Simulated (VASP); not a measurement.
VASP ran on this input.

INCAR:
```
LMAXMIX=6   ! l cut-off of mixed one-centre charges
SIGMA=0.01   ! width (eV)
ISIF=2   ! forces and stress, cell fixed
ALGO=Normal   ! blocked Davidson
SYSTEM=PtSe2
EDIFF=1E-6   ! SCF stop (eV)
PREC=Accurate
ISMEAR=0
ENCUT=300   ! plane-wave cut-off (eV)
LREAL=.FALSE.   ! projection in real space or not
LASPH=.TRUE.   ! aspherical one-centre terms
LCHARG=.FALSE.
GGA=PE   ! PBE
LWAVE=.FALSE.
NELM=100
```

### POSCAR
```
PtSe2
3.6347860
  1.0000000000   0.0000000000   0.0000000000
 -0.5000000000   0.8660254001   0.0000000000
  0.0000000000   0.0000000000   1.5656668646
Pt Se
1 2
Direct
  0.0000000000   0.0000000000   0.0000000000
  0.6666670000   0.3333330000   0.7746100000
  0.3333330000   0.6666670000   0.2253900000
```

File KPOINTS:
```
kpoints
0
Gamma
  8 8 5
```

POTCAR, in this order: Pt Se (PBE.64 set). Program: vasp_std.

Problem. Write an equivalent input for Quantum ESPRESSO's pw.x.

Solution. One equivalent input (not run):
```
&CONTROL
  calculation = 'scf'
  pseudo_dir = './pseudo'
  outdir = './out'
  tprnfor = .true.
  tstress = .true.
/
&SYSTEM
  ibrav = 0
  nat = 3
  ntyp = 2
  ecutwfc = 86
  occupations = 'smearing'
  smearing = 'gaussian'
  degauss = 0.000735
  input_dft = 'pbe'
/
&ELECTRONS
  conv_thr = 7.3e-08
  electron_maxstep = 100
/
ATOMIC_SPECIES
  Pt 195.084 Pt.upf
  Se 78.971 Se.upf
CELL_PARAMETERS angstrom
     3.6347860    0.0000000    0.0000000
    -1.8173930    3.1478170    0.0000000
     0.0000000    0.0000000    5.6908640
ATOMIC_POSITIONS crystal
  Pt   0.0000000  0.0000000  0.0000000
  Se   0.6666670  0.3333330  0.7746100
  Se   0.3333330  0.6666670  0.2253900
K_POINTS automatic
  8 8 5 0 0 0
```
What does not carry over: the potentials are each code's own (VASP's PAW set, PseudoDojo norm-conserving files in pw.x), so ENCUT and ecutwfc are chosen apart and not converted; conv_thr bounds pw.x's estimated SCF error, while EDIFF bounds the energy change between steps.

The structure comes from a computed database's PtSe2 entry; how it stands against other phases isn't given here. The cell was not relaxed at this level.
